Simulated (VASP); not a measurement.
# NbAl2N3 (P-3m1) in VASP: density of states with PBE

Aim: the density of states of NbAl2N3 with PBE.

Program: VASP 6.6.1. These are calculated values, not measurements. Logs are shortened: lines on timing, memory, paths and dates and some standing lists are left out, and cuts for length are marked.

## (1) The crystal as given

The structure is trigonal, space group P-3m1 (No. 164). The conventional cell has a = 2.902 Å, b = 2.902 Å, c = 7.587 Å, α = 90.00°, β = 90.00°, γ = 120.00°. Al (site symmetry 3m) is surrounded by 6 N at 2.02 to 2.05 Å. Nb (site symmetry -3m) has 6 N at 2.24 Å as nearest neighbours. N (site symmetry 3m) has 3 Al at 2.02 Å and 3 Nb at 2.24 Å as nearest neighbours. N (site symmetry -3m) is surrounded by 6 Al at 2.05 Å.

The cell was built by a generator and needn't be a form met in nature.

## (2) Density of states, PBE

POSCAR reads:

```
NbAl2N3                                 
1.0
    2.9024061664      0.0000000000      0.0000000000
   -1.4512030783      2.5135574675     -0.0000000000
   -0.0000000000      0.0000000000      7.5868549112
  Al              Nb              N             
     2     1     3
Direct
     0.3333333300000021    0.6666666699999979    0.6551283808934540
     0.6666666699999979    0.3333333300000021    0.3448716191065460
     0.0000000000000000    0.0000000000000000    0.0000000000000000
     0.6666666699999979    0.3333333300000021    0.8040298059774181
     0.3333333300000021    0.6666666699999979    0.1959701940225819
     0.0000000000000000    0.0000000000000000    0.5000000000000000
```

INCAR.step1 reads:

```
SYSTEM = NbAl2N3
  PREC = Accurate
  ENCUT = 520
  EDIFF = 1E-6
  ISMEAR = 0
  SIGMA = 0.1
  LREAL = .FALSE.
  LASPH = .TRUE.
  NELM = 60
  ALGO = Fast
  ISIF = 2
  LWAVE = .FALSE.
  LCHARG = .TRUE.
  LMAXMIX = 4
  GGA = PE
  KPAR = 4
```

KPOINTS.step1 reads:

```
regular mesh
0
G
  12 12 4
  0 0 0
```

INCAR.step2 reads:

```
SYSTEM = NbAl2N3
  PREC = Accurate
  ENCUT = 520
  EDIFF = 1E-6
  ISMEAR = -5
  SIGMA = 0.1
  LREAL = .FALSE.
  LASPH = .TRUE.
  NELM = 60
  ALGO = Fast
  ISIF = 2
  LWAVE = .FALSE.
  LCHARG = .FALSE.
  LMAXMIX = 4
  GGA = PE
  LORBIT = 10
  KPAR = 4
  NEDOS = 1001
  ICHARG = 11
```

KPOINTS.step2 reads:

```
regular mesh
0
G
  18 18 6
  0 0 0
```

Potentials or basis: VASP PAW PBE potentials, release 64 (Al, Nb_sv, N).

Run with:

```
cat potpaw_PBE.64/Al/POTCAR potpaw_PBE.64/Nb_sv/POTCAR potpaw_PBE.64/N/POTCAR > POTCAR
cp INCAR.step1 INCAR
cp KPOINTS.step1 KPOINTS
mpirun -np 4 vasp_std > vasp.out
cp INCAR.step2 INCAR
cp KPOINTS.step2 KPOINTS
mpirun -np 4 vasp_std > vasp.out
```

OUTCAR:

```text
SYSTEM = NbAl2N3
   PREC = Accurate
   ENCUT = 520
   EDIFF = 1E-6
   ISMEAR = -5
   LREAL = .FALSE.
   LASPH = .TRUE.
   NELM = 60
   ISIF = 2
   GGA = PE
   LORBIT = 10
   ICHARG = 11

 ion  position               nearest neighbor table
   1  0.333  0.667  0.655-   4 2.02   4 2.02   4 2.02   6 2.05   6 2.05   6 2.05   2 2.89   2 2.89
                             2 2.89   3 3.11   3 3.11   3 3.11
   2  0.667  0.333  0.345-   5 2.02   5 2.02   5 2.02   6 2.05   6 2.05   6 2.05   1 2.89   1 2.89
                             1 2.89   3 3.11   3 3.11   3 3.11
   3  0.000  0.000  0.000-   4 2.24   5 2.24   5 2.24   4 2.24   4 2.24   5 2.24   1 3.11   2 3.11
                             1 3.11   2 3.11   1 3.11   2 3.11
   4  0.667  0.333  0.804-   1 2.02   1 2.02   1 2.02   3 2.24   3 2.24   3 2.24
   5  0.333  0.667  0.196-   2 2.02   2 2.02   2 2.02   3 2.24   3 2.24   3 2.24
   6  0.000  0.000  0.500-   1 2.05   2 2.05   1 2.05   2 2.05   2 2.05   1 2.05

  LATTYP: Found a hexagonal cell.
 ALAT       =     2.9024061664
 C/A-ratio  =     2.6139880073

  Lattice vectors:

 A1 = (   2.9024061664,   0.0000000000,   0.0000000000)
 A2 = (  -1.4512030783,   2.5135574675,   0.0000000000)
 A3 = (   0.0000000000,   0.0000000000,   7.5868549112)

Analysis of symmetry for initial positions (statically):
=====================================================================
 Subroutine PRICEL returns:
 Original cell was already a primitive cell.

 Routine SETGRP: Setting up the symmetry group for a
 hexagonal supercell.

 Subroutine GETGRP returns: Found 12 space group operations
 (whereof 12 operations were pure point group operations)
 out of a pool of 24 trial point group operations.

The static configuration has the point symmetry D_3d.

Analysis of symmetry for dynamics (positions and initial velocities):
=====================================================================
 Subroutine PRICEL returns:
 Original cell was already a primitive cell.

 Routine SETGRP: Setting up the symmetry group for a
 hexagonal supercell.

 Subroutine GETGRP returns: Found 12 space group operations
 (whereof 12 operations were pure point group operations)
 out of a pool of 24 trial point group operations.

The dynamic configuration has the point symmetry D_3d.

 Subroutine INISYM returns: Found 12 space group operations
 (whereof 12 operations are pure point group operations),
 and found     1 'primitive' translations

----------------------------------------------------------------------------------------

                                     Primitive cell

  volume of cell :      55.3489

  direct lattice vectors                    reciprocal lattice vectors
     2.902406166  0.000000000  0.000000000     0.344541716  0.198921252  0.000000000
    -1.451203078  2.513557468  0.000000000     0.000000000  0.397842505  0.000000000
     0.000000000  0.000000000  7.586854911     0.000000000  0.000000000  0.131806923

  length of vectors
     2.902406166  2.902406160  7.586854911     0.397842504  0.397842505  0.131806923

  position of ions in fractional coordinates (direct lattice)
     0.333333330  0.666666670  0.655128381
     0.666666670  0.333333330  0.344871619
     0.000000000  0.000000000  0.000000000
     0.666666670  0.333333330  0.804029806
     0.333333330  0.666666670  0.195970194
     0.000000000  0.000000000  0.500000000

  ion indices of the primitive-cell ions
   primitive index   ion index
                 1           1
                 2           2
                 3           3
                 4           4
                 5           5
                 6           6

----------------------------------------------------------------------------------------

 KPOINTS: regular mesh

Automatic generation of k-mesh.
 Grid dimensions read from file:
 generate k-points for:   18   18    6

 Generating k-lattice:

  Cartesian coordinates                     Fractional coordinates (reciprocal lattice)
     0.019141206  0.011051181  0.000000000     0.055555556  0.000000000  0.000000000
     0.000000000  0.022102361  0.000000000     0.000000000  0.055555556  0.000000000
     0.000000000  0.000000000  0.021967820     0.000000000  0.000000000  0.166666667

  Length of vectors
     0.022102361  0.022102361  0.021967820

  Shift w.r.t. Gamma in fractional coordinates (k-lattice)
     0.000000000  0.000000000  0.000000000

 TETIRR: Found   2825 inequivalent tetrahedra from    11664

 Subroutine IBZKPT returns following result:
 ===========================================

 Found    202 irreducible k-points:

 Following reciprocal coordinates:
            Coordinates               Weight
  0.000000  0.000000  0.000000      1.000000
  0.055556  0.000000  0.000000      6.000000
  0.111111  0.000000  0.000000      6.000000
  0.166667 -0.000000  0.000000      6.000000
  0.222222  0.000000  0.000000      6.000000
  0.277778 -0.000000  0.000000      6.000000
[... 16 lines left out ...]
  0.333333  0.111111  0.000000     12.000000
  0.388889  0.111111  0.000000     12.000000
 [... further k-points ...]
   k-points           NKPTS =    202   k-points in BZ     NKDIM =    202   number of bands    NBANDS=     21
   number of dos      NEDOS =   1001   number of ions     NIONS =      6
   total plane-waves  NPLWV =  32256
   dimension x,y,z NGX =    24 NGY =   24 NGZ =   56
   dimension x,y,z NGXF=    48 NGYF=   48 NGZF=  112
   ions per type =               2   1   3
   NGX,Y,Z   is equivalent  to a cutoff of  13.75, 13.75, 12.27 a.u.
   NGXF,Y,Z  is equivalent  to a cutoff of  27.49, 27.49, 24.54 a.u.
 SYSTEM =  NbAl2N3
   PREC   = accura    normal or accurate (medium, high low for compatibility)
   ISTART =      0    job   : 0-new  1-cont  2-samecut
   ICHARG =     11    charge: 1-file 2-atom 10-const
   ISPIN  =      1    spin polarized calculation?
   LNONCOLLINEAR =      F non collinear calculations
   LSORBIT =      F    spin-orbit coupling
   LASPH  =      T    aspherical Exc in radial PAW
   ENCUT  =  520.0 eV  38.22 Ry    6.18 a.u.   5.40  5.40 14.11*2*pi/ulx,y,z
   NELM   =     60;   NELMIN=  2; NELMDL=  0     # of ELM steps
   EDIFF  = 0.1E-05   stopping-criterion for ELM
   LREAL  =      F    real-space projection
   EDIFFG = 0.1E-04   stopping-criterion for IOM
   NSW    =      0    number of steps for IOM
   IBRION =     -1    ionic relax: 0-MD 1-quasi-New 2-CG
   NFREE  =      0    steps in history (QN), initial steepest desc. (CG)
   ISIF   =      2    stress and relaxation
   ISYM   =      2    0-nonsym 1-usesym 2-fastsym
   POTIM  = 0.5000    time-step for ionic-motion
   TEBEG  =    0.0;   TEEND  =   0.0 temperature during run
   PSTRESS=    0.0 pullay stress
   NELECT =      34.0000    total number of electrons
   NUPDOWN=      -1.0000    fix difference up-down
   EMIN   =  10.00;   EMAX   =-10.00  energy-range for DOS
   EFERMI =   0.00;   METHOD = LEGACY
   ISMEAR =    -5;   SIGMA  =   0.10  broadening in eV -4-tet -1-fermi 0-gaus
   EFERMI_NEDOS =   21; number of points for ismear=-14 and -15
   IALGO  =     68    algorithm
   IMIX   =      4    mixing-type and parameters
     AMIX     =   0.40;   BMIX     =  1.00
     AMIX_MAG =   1.60;   BMIX_MAG =  1.00
  volume/ion in A,a.u.               =       9.22        62.25
  Fermi-wavevector in a.u.,A,eV,Ry     =   1.391655  2.629846 26.350448  1.936703
  Thomas-Fermi vector in A             =   2.515473
   LORBIT       =     10    0 simple, 1 ext, 2 COOP (PROOUT), +10 PAW based schemes
   GGA     = PE    functional components
   LHFCALC =     F    Hartree Fock is set to
   AEXX    =    0.0000 exact exchange contribution
   IVDW    =     0    specifies the selected vdW correction
   LEPSILON=     F    determine dielectric tensor
   LRPA    =     F    only Hartree local field effects (RPA)
 non-spin polarized calculation
 RMM-DIIS sequential band-by-band and
 Fermi weights with tetrahedron method with Bloechl corrections
  energy-cutoff  :      520.00
  volume of cell :       55.35
 maximum number of plane-waves:      1528
 NGX is ok and might be reduce to    24

 number of electron      34.0000000 magnetization

 Free energy of the ion-electron system (eV)
  ---------------------------------------------------
  ext. energy  EPLUGINS =         0.00000000
  ---------------------------------------------------
  free energy    TOTEN  =       -49.41428638 eV

  energy without entropy =      -49.41428638  energy(sigma->0) =      -49.41428638

 E-fermi :  11.8201     XC(G=0): -12.6159

 val. band max:       11.8798954137   @ k =   0.2778   0.2778   0.5000
 cond. band min:      11.7596998758   @ k =   0.1111   0.1111   0.3333
 fundamental gap:     -0.1201955380
 Fermi energy:        11.8201105121

 k-point     1 :       0.0000    0.0000    0.0000
  band No.  band energies     occupation
      1     -43.9286      2.00000
      2     -20.1446      2.00000
      3     -19.3963      2.00000
      4     -19.3963      2.00000
      5      -6.4652      2.00000
      6      -4.5145      2.00000
[... 13 lines left out ...]
     20      15.0817      0.00000
     21      15.0851      0.00000

 k-point     2 :       0.0556    0.0000    0.0000
  band No.  band energies     occupation
      1     -43.9230      2.00000
      2     -20.1359      2.00000
      3     -19.4378      2.00000
      4     -19.4051      2.00000
      5      -6.4098      2.00000
      6      -4.4895      2.00000
[... 13 lines left out ...]
     20      15.0241      0.00000
     21      15.1205      0.00000
[... 487 lines left out ...]
      5      -4.1429      2.00000
      6      -3.5632      2.00000
[... 13 lines left out ...]
     20      15.8044      0.00000
     21      16.4818      0.00000

 k-point    24 :       0.3889    0.1111    0.0000
  band No.  band energies     occupation
      1     -43.7408      2.00000
      2     -20.5891      2.00000
      3     -19.8457      2.00000
      4     -19.7698      2.00000
      5      -3.8378      2.00000
      6      -3.3148      2.00000
[... 13 lines left out ...]
     20      15.8476      0.00000
     21      16.4502      0.00000

 [... further k-points ...]

------------------------ aborting loop because EDIFF is reached ----------------------------------------

  FORCE on cell =-STRESS in cart. coord.  units (eV):
  Direction    XX          YY          ZZ          XY          YZ          ZX
  --------------------------------------------------------------------------------------
  -------------------------------------------------------------------------------------
  Total       -0.0468980     -0.0468980      0.0498122     -0.0000000      0.0000000      0.0000000
  in kB       -1.3575518     -1.3575518      1.4419066     -0.0000000      0.0000000      0.0000000
  external PRESSURE =      -0.4243990 kB  Pullay stress =       0.0000000 kB

 VOLUME and BASIS-vectors are now :
 -----------------------------------------------------------------------------
  energy-cutoff  :      520.00
  volume of cell :       55.35
      direct lattice vectors                 reciprocal lattice vectors
     2.902406166  0.000000000  0.000000000     0.344541716  0.198921252  0.000000000
    -1.451203078  2.513557468  0.000000000     0.000000000  0.397842505  0.000000000
     0.000000000  0.000000000  7.586854911     0.000000000  0.000000000  0.131806923

 POSITION                                       TOTAL-FORCE (eV/Angst)
 -----------------------------------------------------------------------------------
     -0.00000      1.67570      4.97036        -0.000000      0.000000      0.005491
      1.45120      0.83785      2.61649        -0.000000     -0.000000     -0.005491
      0.00000      0.00000      0.00000        -0.000000      0.000000      0.000000
      1.45120      0.83785      6.10006        -0.000000     -0.000000     -0.015080
     -0.00000      1.67570      1.48680         0.000000      0.000000      0.015080
      0.00000      0.00000      3.79343        -0.000000      0.000000      0.000000
 -----------------------------------------------------------------------------------
    total drift:                               -0.000000     -0.000000     -0.000000

  FREE ENERGIE OF THE ION-ELECTRON SYSTEM (eV)
  ---------------------------------------------------
  free  energy   TOTEN  =       -49.4142863808 eV

  energy  without entropy=      -49.4142863808  energy(sigma->0) =      -49.41428638

 total charge

# of ion       s       p       d       tot
------------------------------------------
    1        0.317   0.385   0.000   0.702
    2        0.317   0.385   0.000   0.702
    3        2.163   6.056   2.447  10.665
    4        1.229   2.567   0.000   3.796
    5        1.229   2.567   0.000   3.796
    6        1.220   2.616   0.000   3.836
--------------------------------------------------
tot          6.474  14.576   2.447  23.497
```

Run time: 3.7 min. Hardware: 4 MPI ranks of AMD EPYC 7R43 (Zen 3), shared host; peak memory 0.32 GiB.

What came out:

| Quantity | Value |
| --- | --- |
| Valence electrons inside the program's atomic spheres | Al 0.70; Nb 10.66; N 3.80, 3.84 |

States per cell in windows of 0.5 eV (zero at the Fermi level; states under -8 eV left out):
| from (eV) | total | Nb3_d | N4_p | N5_p | N6_p | Al1_p | Al2_p |
| --- | --- | --- | --- | --- | --- | --- | --- |
| -8.0 | 1.86 | 0.12 | 0.18 | 0.18 | 0.22 | 0.03 | 0.03 |
| -7.5 | 0.92 | 0.05 | 0.10 | 0.10 | 0.09 | 0.02 | 0.02 |
| -7.0 | 1.07 | 0.07 | 0.14 | 0.14 | 0.08 | 0.02 | 0.02 |
| -6.5 | 0.98 | 0.09 | 0.13 | 0.13 | 0.07 | 0.02 | 0.02 |
| -6.0 | 1.38 | 0.14 | 0.19 | 0.19 | 0.10 | 0.03 | 0.03 |
| -5.5 | 1.16 | 0.12 | 0.18 | 0.18 | 0.09 | 0.03 | 0.03 |
| -5.0 | 1.41 | 0.15 | 0.22 | 0.22 | 0.14 | 0.03 | 0.03 |
| -4.5 | 1.85 | 0.19 | 0.28 | 0.28 | 0.23 | 0.03 | 0.03 |
| -4.0 | 1.94 | 0.19 | 0.30 | 0.30 | 0.28 | 0.03 | 0.03 |
| -3.5 | 2.32 | 0.16 | 0.32 | 0.32 | 0.52 | 0.02 | 0.02 |
| -3.0 | 1.29 | 0.08 | 0.18 | 0.18 | 0.32 | 0.01 | 0.01 |
| -2.5 | 0.83 | 0.10 | 0.10 | 0.10 | 0.21 | 0.01 | 0.01 |
| -2.0 | 0.44 | 0.15 | 0.04 | 0.04 | 0.05 | 0.00 | 0.00 |
| -1.5 | 0.39 | 0.18 | 0.03 | 0.03 | 0.01 | 0.00 | 0.00 |
| -1.0 | 0.73 | 0.36 | 0.06 | 0.06 | 0.02 | 0.00 | 0.00 |
| -0.5 | 0.35 | 0.17 | 0.03 | 0.03 | 0.01 | 0.00 | 0.00 |
| 0.0 | 0.64 | 0.35 | 0.05 | 0.05 | 0.01 | 0.00 | 0.00 |
| 0.5 | 0.53 | 0.32 | 0.03 | 0.03 | 0.01 | 0.00 | 0.00 |
| 1.0 | 0.51 | 0.32 | 0.02 | 0.02 | 0.01 | 0.00 | 0.00 |
| 1.5 | 0.36 | 0.24 | 0.01 | 0.01 | 0.00 | 0.00 | 0.00 |
| 2.0 | 0.33 | 0.23 | 0.01 | 0.01 | 0.00 | 0.00 | 0.00 |
| 2.5 | 0.61 | 0.42 | 0.02 | 0.02 | 0.00 | 0.00 | 0.00 |
| 3.0 | 1.76 | 1.13 | 0.06 | 0.06 | 0.02 | 0.02 | 0.02 |
| 3.5 | 1.47 | 0.94 | 0.06 | 0.06 | 0.01 | 0.02 | 0.02 |
| 4.0 | 0.89 | 0.51 | 0.03 | 0.03 | 0.01 | 0.01 | 0.01 |
| 4.5 | 0.87 | 0.42 | 0.04 | 0.04 | 0.02 | 0.02 | 0.02 |
| 5.0 | 0.11 | 0.05 | 0.01 | 0.01 | 0.00 | 0.00 | 0.00 |
| 5.5 | 0.00 | 0.00 | 0.00 | 0.00 | 0.00 | 0.00 | 0.00 |
| 6.0 | 0.00 | 0.00 | 0.00 | 0.00 | 0.00 | 0.00 | 0.00 |
| 6.5 | 0.00 | 0.00 | 0.00 | 0.00 | 0.00 | 0.00 | 0.00 |
| 7.0 | 0.00 | 0.00 | 0.00 | 0.00 | 0.00 | 0.00 | 0.00 |
| 7.5 | 0.00 | 0.00 | 0.00 | 0.00 | 0.00 | 0.00 | 0.00 |

Caveat: tetrahedron occupations give inexact forces and stress in metals.
